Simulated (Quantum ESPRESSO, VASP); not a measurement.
An input for Quantum ESPRESSO (PBEsol, GBRV 1.5 ultrasoft (PBESOL) pseudopotentials):

```
&CONTROL
    calculation = 'scf'
    prefix = 'run'
    outdir = './tmp/'
    pseudo_dir = './'
    tprnfor = .true.
    tstress = .true.
/
&SYSTEM
    ibrav = 0
    nat = 6
    ntyp = 2
    ecutwfc = 40
    ecutrho = 320
    occupations = 'smearing'
    smearing = 'gaussian'
    degauss = 0.0073499
/
&ELECTRONS
    conv_thr = 1.0d-10
    mixing_beta = 0.4
/
ATOMIC_SPECIES
Tc    97.9072  tc_pbesol_v1.uspp.F.UPF
N     14.0070  n_pbesol_v1.2.uspp.F.UPF
CELL_PARAMETERS {angstrom}
   2.8247000242     0.0000000000     0.0000000000
  -1.4123500121     2.4462619790     0.0000000000
   0.0000000000     0.0000000000     9.6807900000
ATOMIC_POSITIONS {alat}
Tc    0.0000000000    0.5773502692    1.3450015941
Tc    0.5000000000    0.2886751346    2.0821906447
Tc    0.5000000000    0.2886751346    3.0585977136
Tc    0.0000000000    0.5773502692    0.3685945253
N     0.0000000000    0.5773502692    2.5703941791
N     0.5000000000    0.2886751346    0.8567980597
K_POINTS {automatic}
11 11 3  0 0 0
```

**Question.** Translate it to VASP.

**Answer.** One set of files that does it:

KPOINTS:
```
kpoints
0
Gamma
 11 11 3
0 0 0
```

INCAR:
```
# general
SYSTEM   =  Tc2N
PREC     =  Accurate
ENCUT    =  400
LREAL    =  .FALSE.
LASPH    =  .TRUE.

# electronic loop
EDIFF    =  1E-6
NELM     =  100
ALGO     =  Normal
LMAXMIX  =  4

# smearing
ISMEAR   =  0
SIGMA    =  0.1

# functional
GGA      =  PS

# ions
ISIF     =  2

# output
LWAVE    =  .FALSE.
LCHARG   =  .FALSE.
```

POSCAR:
```
Tc2N
1.0
  2.8247000000   0.0000000000   0.0000000000
 -1.4123500000   2.4462620000   0.0000000000
  0.0000000000   0.0000000000   9.6807900000
Tc N
4 2
direct
  0.3333330000   0.6666670000   0.3924500000
  0.6666670000   0.3333330000   0.6075500000
  0.6666670000   0.3333330000   0.8924500000
  0.3333330000   0.6666670000   0.1075500000
  0.3333330000   0.6666670000   0.7500000000
  0.6666670000   0.3333330000   0.2500000000
```

POTCAR, in this order: Tc_pv N (PBE.64 set). Program: vasp_std.

Both inputs were run and reached self-consistency, which says nothing on mesh or cut-off. Potentials, basis and cut-offs are each code's own, so they don't translate, and total energies aren't comparable.

The structure comes from a computed database's Tc2N entry (P6_3/mmc); how it stands against other phases isn't given here. The cell was not relaxed at this level, and it may have been scaled.
